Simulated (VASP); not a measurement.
```
CELL_PARAMETERS angstrom
      0.00000     2.15403     2.15403
      2.15403     0.00000     2.15403
      2.15403     2.15403     0.00000
ATOMIC_POSITIONS crystal
  Ti 0.00000 0.00000 0.00000
  C  0.50000 0.50000 0.50000
```

Calculation: vdW-DF-cx, VASP's PBE PAW potentials (set 64) (plane waves; VASP). Settings: 520 eV cut-off, Gaussian smearing of 0.050 eV, potentials Ti_sv C.

What does the run give for the band gap (along the path) with the smallest direct gap where there is one?

The band gap (along the path) is none (metal, semimetal or under 0.01 eV).

Only differences to runs with the same potentials and settings are physical.

The compound is TiC in the rock salt structure. It was relaxed first.
